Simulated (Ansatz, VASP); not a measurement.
## TiC in two plane-wave programs

Wanted: the spread between two codes on one cell, functional and k mesh. The cell is taken from a series of VASP runs on this material, whose earlier steps may have relaxed, scaled or displaced it; both programs get it as it stands.

Main program and level: Ansatz 0.2.0; plane waves, with VASP 6.6.1 beside it; relaxation of cell and atoms at PBEsol, DFT+U.

### Step 1. Starting point

Symmetry: Fm-3m, No. 225, cubic system. Conventional cell: a = 4.360 Å, b = 4.360 Å, c = 4.360 Å, α = 90.00°, β = 90.00°, γ = 90.00°. Ti has 6 C at 2.18 Å nearest. Nearest to C lie 6 Ti at 2.18 Å. Farther neighbours are not listed.

### Step 2. Ansatz: relaxation of cell and atoms, PBEsol, DFT+U

Ansatz runs on its default PAW (the set named soft_2) files.

The relaxed volume is the usual yardstick between codes: its relative difference is about their pressure difference at one cell divided by the bulk modulus.

Contents of input.yaml:

```yaml
crystal:
  lattice:
    - [0.0, 2.1798678266, 2.1798678266]
    - [2.1798678266, 0.0, 2.1798678266]
    - [2.1798678266, 2.1798678266, 0.0]
  atoms:
    - { symbol: Ti, position: [0.5, 0.5, 0.5] }
    - { symbol: C, position: [0.0, 0.0, 0.0] }
hamiltonian:
  xc: pbesol
  pseudopotentials: { kind: paw }
  hubbard: { sites: [{ species: Ti, l: d, u_eff: 4.0 }] }
kpoints:
  mp_grid: { grid: [18, 18, 18] }
scf:
  occupations: { method: methfessel_paxton, width: 0.15 }
relax:
  f_tol: 0.01
  max_steps: 60
  cell: { stress_tol: 0.05 }
output:
  forces: true
  stress: true
```

Launch:

```
> ansatz run input.yaml --threads 4 --pin off --max-ram 9216MiB --backend cpu --events-out ev --progress --plain --runs-dir out
```

Numbers of over 12 decimals in the logs are rounded to 6 here.

The log of the run:

```text
Ti: projections on atomic orbitals take those of the free atom [Ne] 3s2 3p6 3d2 4s2, of charge +0.00 (hamiltonian.pseudopotentials.projection_atoms); the dataset's partial waves leave at most 4.1e-7 of an orbital's norm unspanned inside its sphere
C: projections on atomic orbitals take those of the free atom [He] 2s2 2p2, of charge +0.00 (hamiltonian.pseudopotentials.projection_atoms); the dataset's partial waves leave at most 3.7e-9 of an orbital's norm unspanned inside its sphere
Engine: ansatz 0.2.0, aarch64-unknown-linux-gnu
Pseudopotentials: kind: paw
Pseudopotential: Ti, paw, valence charge 12, recommended cutoff 420 eV (normal), Ti.paw.azcp
Pseudopotential: C, paw, valence charge 4, recommended cutoff 420 eV (normal), C.paw.azcp
Functional definition: PBEsol
  exchange = pbesol_x
  correlation = pbesol_c
Crystal: 2 atoms, lattice volume = 20.717 Å³
Basis set: ecut = 420 eV, 411 PW (Γ), exchange–correlation on 48×48×48 points (8 copies of the dense FFT grid, shifted against one another)
Bands: 12, of which v1, the nominal top of the filled ones, is band 8 counted from 1 (7 counted from 0)
Symmetry: 48 space group operations
Space group: Fm-3m (ITA 225), of the structure as read, at distance tolerance 2.7e-5 Å
k-points: 195 of 5832
Non-local potential: Ti, projectors of the file, l = 0: 3, l = 1: 2, l = 2: 3, l = 3: 1
Non-local potential: C, projectors of the file, l = 0: 2, l = 1: 2, l = 2: 1
PAW form: soft (Blöchl's): semilocal exchange-correlation on the pseudo side does not see the compensation charge
PAW frozen core: Ti, regenerated for the run's functional, and the local potential with it (the file was generated under x = pbe(κ = 0.804, μ = 0.219515), c = pbe(β = 0.066725))
PAW frozen core: C, regenerated for the run's functional, and the local potential with it (the file was generated under x = pbe(κ = 0.804, μ = 0.219515), c = pbe(β = 0.066725))
PAW one-centre angular grid: Ti, 590 points (default); XC on 64 Gauss nodes
PAW one-centre angular grid: C, 110 points (default); XC on 64 Gauss nodes
Initial density: superposition of atomic densities (chi_scale 0.1, normalization cell, long waves kept (reshape's long-wave potential 0.00 eV rms))
Initial wavefunctions: pseudopotential atomic-orbital guess
Functional: x = pbesol(κ = 0.804, μ = 0.123457), c = pbesol(β = 0.046)
SCF iter   1: F=—  HF=-2720.235472 eV  |F-HF|=—  |Δ(HF+E_count)|=         —  Δρ=1.78e-1  dr2=8.83e0  ethr=3.10e-3  ⟨swp⟩=4.3  Hψ=11198  notcnv=0
preconditioner: auto → none  [metal: Δε(μ)=0.090 eV  Ē_g=9.609 eV  σ=0.150 eV  W_gap=0.45  n_scr=8 (ndim 8)  ℏωp=23.1 eV  f_vac=0.000  D(μ)=0.12/eV (n_scr^D=0)  sad-step TF]
SCF iter   2: F=—  HF=-2718.413114 eV  |F-HF|=—  |Δ(HF+E_count)|=    1.82e0  S|Δr|=    0.00e0  Δρ=3.71e-2  dr2=1.14e-1  ethr=3.10e-3  ⟨swp⟩=2.6  Hψ=6293  notcnv=0
SCF iter   3: F=—  HF=-2718.518060 eV  |F-HF|=—  |Δ(HF+E_count)|=   1.05e-1  S|Δr|=    0.00e0  Δρ=2.42e-2  dr2=6.38e-2  ethr=7.09e-4  ⟨swp⟩=2.0  Hψ=3721  notcnv=0
SCF iter   4: F=—  HF=-2718.569480 eV  |F-HF|=—  |Δ(HF+E_count)|=   5.14e-2  S|Δr|=    0.00e0  Δρ=5.55e-3  dr2=6.53e-3  ethr=3.98e-4  ⟨swp⟩=2.0  Hψ=4482  notcnv=0
SCF iter   5: F=—  HF=-2718.569066 eV  |F-HF|=—  |Δ(HF+E_count)|=   4.14e-4  S|Δr|=    0.00e0  Δρ=1.81e-3  dr2=5.34e-4  ethr=4.08e-5  ⟨swp⟩=2.5  Hψ=4902  notcnv=0
SCF iter   6: F=—  HF=-2718.568937 eV  |F-HF|=—  |Δ(HF+E_count)|=   1.29e-4  S|Δr|=    0.00e0  Δρ=5.25e-4  dr2=4.29e-5  ethr=3.34e-6  ⟨swp⟩=2.9  Hψ=4017  notcnv=0
SCF iter   7: F=—  HF=-2718.568938 eV  |F-HF|=—  |Δ(HF+E_count)|=   4.98e-7  S|Δr|=    0.00e0  Δρ=1.64e-4  dr2=6.55e-6  ethr=2.68e-7  ⟨swp⟩=2.0  Hψ=3833  notcnv=0
SCF iter   8: F=—  HF=-2718.568936 eV  |F-HF|=—  |Δ(HF+E_count)|=   1.51e-6  S|Δr|=    0.00e0  Δρ=2.68e-5  dr2=1.76e-7  ethr=4.10e-8  ⟨swp⟩=2.3  Hψ=3069  notcnv=0
SCF iter   9: F=-2718.568936 eV  HF=-2718.568936 eV  |F-HF|=2.49e-10  |Δ(HF+E_count)|=   3.69e-8  S|Δr|=    0.00e0  Δρ=1.22e-6  dr2=3.55e-10  ethr=6.25e-10  ⟨swp⟩=3.9  Hψ=6601  notcnv=0
SCF 1 converged in 9 iterations: F = -2718.568936 eV  dr2 = 3.55e-10
  greatest PAW one-centre occupation: 0.999 electrons in one spin orbital (limit 2), on the Ti atom at site 0 (counted from 0), in its partial waves of l = 0
relax step   1: F+E_penalty+E_count = -2718.56893595 eV  Δ(F+E_penalty+E_count) = +0.000e0 eV  max|allowed force component| = 1.114e-28 eV/Å  Δτ_max = 0.0000 Å  P = -4.801 GPa  Ω = 20.717 Å³  (9 SCF iters, dr2 threshold 1.00e-7 eV, accepted)
[...]
relax step   2: F+E_penalty+E_count = -2718.57564241 eV  Δ(F+E_penalty+E_count) = -6.706e-3 eV  max|allowed force component| = 1.959e-29 eV/Å  Δτ_max = 0.0000 Å  P = -0.412 GPa  Ω = 20.346 Å³  energy of the carried Pulay correction = +6.051e-4 eV  (6 SCF iters, dr2 threshold 2.00e-7 eV, accepted)
[...]
relax step   3: F+E_penalty+E_count = -2718.57574126 eV  Δ(F+E_penalty+E_count) = -9.885e-5 eV  max|allowed force component| = 1.606e-29 eV/Å  Δτ_max = 0.0000 Å  P = +0.012 GPa  Ω = 20.312 Å³  energy of the carried Pulay correction = +6.613e-4 eV  (4 SCF iters, dr2 threshold 2.00e-7 eV, accepted)
[...]
relax step   4: F+E_penalty+E_count = -2718.57511344 eV  Δ(F+E_penalty+E_count) = +6.278e-4 eV  max|allowed force component| = 8.513e-30 eV/Å  Δτ_max = 0.0000 Å  P = -0.029 GPa  Ω = 20.312 Å³  stress off target by 2.87e-2 GPa  SCF on the basis re-selected at this cell (its energy is not comparable with the rows above)  (7 SCF iters)
basis re-selected at this cell: Δ(F+E_penalty+E_count) = +6.278e-4 eV, ΔP = -0.041 GPa vs the last step (what re-selecting the basis moved, of the pressure what is left beyond the Pulay correction that the steps carried, after the strain that the cell walked since its last selection, with what the two solves' SCF thresholds leave and, on support functions, any second-order correction that the steps lacked; it is no m [...]
SCF converged after 7 iterations
Stability not checked: this state was not tested for a lower state beside it, because cold or Methfessel-Paxton smearing, or corrected tetrahedra, fill the levels in a way that the test cannot read (fill_not_monotonic; see scf.lower_state_search)
Free energy (F): -2718.575113 eV
Harris-Foulkes:  -2718.575113 eV  (|F-HF|=9.09e-13)
Internal energy: -2718.575564 eV  (E = F + TS)
E sigma→0 (E₀):  -2718.575226 eV
Entropy (-TS):   0.000450 eV (0.225 meV/atom)
Fermi energy:    15.154354 eV
--- Per-component energies (eV) ---
  E_band       = -111.874768
  E_kinetic    = 361.967112
  E_local      = -771.554699  (includes V_loc(G=0)·N_el)
  E_nonlocal   = 32.048768
  E_hartree    = 310.519634
  E_xc         = -146.563962
  E_vxc        = -183.720667  (∫ρ·V_xc dr)
  E_hubbard    = 3.710502  (on-site DFT+U / exact-exchange correction)
  E_vhub       = 2.140986  (the Hubbard potential's part of the band-sum identity)
  E_paw        = -1115.515847  (= ΣΔE_a)
  E_vpaw       = -173.795651  (= ΣTr[D̂ρ^β])
  E_aug_tail   = 0.000142  (compensation charges beyond the density's cutoff)
  E_ewald      = -1393.347699
  E_core_change = 0.160485  (= ΣΔE_core)
  E_smearing   = 0.000450  (= −TS)
  E_closure    = -0.000000  (closes the sum)
  Σ components = -2718.575113   (vs F -2718.575113, Δ=0.00e0)
--- Forces (eV/Å), atoms counted from 1 ---
  atom   1  Ti     0.00000000    -0.00000000    -0.00000000
  atom   2  C     -0.00000000     0.00000000     0.00000000
  max |Σ_I F_I| component: 1.66e-29 eV/Å
--- Stress (GPa, compression-positive) ---
       -0.028672      -0.000000      -0.000000
       -0.000000      -0.028672      -0.000000
       -0.000000      -0.000000      -0.028672
  P = ⅓ Tr σ = -0.0287 GPa (-0.287 kbar)
Occupation matrices written to <dir>
--- Relaxed structure (3 steps of the walk, 3 accepted, 1 SCFs on fresh bases) ---
  F+E_penalty+E_count = -2718.57511344 eV   max|allowed force component| = 8.513e-30 eV/Å   (the final SCF, on the basis selected at the relaxed cell)
  cell:  # Å, volume = 20.3122 Å³
    - [0, 2.165589, 2.165589]
    - [2.165589, 0, 2.165589]
    - [2.165589, 2.165589, 0]
  atoms:
    - { symbol: Ti, position: [0.5, 0.5, 0.5] }
    - { symbol: C, position: [0, 0, 0] }
```

It took 5.6 s on 4 threads of Arm Neoverse V1, shared host; peak memory 0.39 GiB.

(Continued in part 2 of 2.)

[Lines on the potential files, build, host, timing and source positions are cut from VASP's logs without a mark.]

[Logs are printed without paths, hosts, clocks, repeated set-up lines and the standing remarks that a program may print on its own settings, such as how far it seeks lower states.]

[Hosts, paths, dates, database ids (printed as entryN), source tags and the programs' standing remarks are cut or masked in the printed files.]
